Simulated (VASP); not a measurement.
A convergence study with VASP on MgO (rock salt): one setting is varied, all else stays as given below, so the limit is that of these other settings.

```yaml
crystal:
  lattice:
    - [0.00000, 2.10500, 2.10500]
    - [2.10500, 0.00000, 2.10500]
    - [2.10500, 2.10500, 0.00000]
  atoms:
    - { symbol: Mg, position: [0.00000, 0.00000, 0.00000] }
    - { symbol: O, position: [0.50000, 0.50000, 0.50000] }
```

These are PBE GGA, VASP's PBE PAW potentials (set 64) (plane waves; VASP) values and carry that method's errors. The tightest run used: 700 eV cut-off, 20×20×20 Γ-centred mesh, Gaussian smearing of 0.050 eV, potentials Mg O.

**Question.** The settings run are 1×1×1 mesh; 2×2×2 mesh; 3×3×3 mesh; 4×4×4 mesh; 5×5×5 mesh; 6×6×6 mesh; 7×7×7 mesh; 8×8×8 mesh; 9×9×9 mesh; 10×10×10 mesh; 11×11×11 mesh; 12×12×12 mesh; 13×13×13 mesh; 14×14×14 mesh; 15×15×15 mesh; 16×16×16 mesh; 17×17×17 mesh; 18×18×18 mesh; 19×19×19 mesh; 20×20×20 mesh. From which on does the stress (every component) stay within 0.5 GPa of the tightest run?

**Answer.** From 3×3×3 mesh on: it is off by 0.48 there and by no more than 0.5 in any finer run, while 2×2×2 mesh is off by 4.66.
```
setting        E (eV/atom)  pressure (GPa)  irreducible k-points  difference judged (GPa)
-------------  -----------  --------------  --------------------  -----------------------
1×1×1 mesh         -0.5342           72.79                     1                    68.91
2×2×2 mesh         -5.5188            8.55                     3                     4.66
3×3×3 mesh         -5.9100            4.36                     4                     0.48
4×4×4 mesh         -5.9496            3.92                     8                     0.03
5×5×5 mesh         -5.9549            3.88                    10                     0.00
6×6×6 mesh         -5.9558            3.88                    16                     0.00
7×7×7 mesh         -5.9559            3.88                    20                     0.00
8×8×8 mesh         -5.9559            3.88                    29                     0.00
9×9×9 mesh         -5.9559            3.88                    35                     0.00
10×10×10 mesh      -5.9560            3.88                    47                     0.00
11×11×11 mesh      -5.9560            3.88                    56                     0.00
12×12×12 mesh      -5.9559            3.88                    72                     0.00
13×13×13 mesh      -5.9559            3.88                    84                     0.00
14×14×14 mesh      -5.9559            3.88                   104                     0.00
15×15×15 mesh      -5.9559            3.88                   120                     0.00
16×16×16 mesh      -5.9559            3.88                   145                     0.00
17×17×17 mesh      -5.9559            3.88                   165                     0.00
18×18×18 mesh      -5.9560            3.88                   195                     0.00
19×19×19 mesh      -5.9559            3.88                   220                     0.00
20×20×20 mesh      -5.9559            3.88                   256                     0.00
```

Left out are rungs that failed or repeat a setting and relaxations that didn't move; long series are thinned to 24 rows.

The compound is MgO in the rock salt structure. The cell was not relaxed at this level.
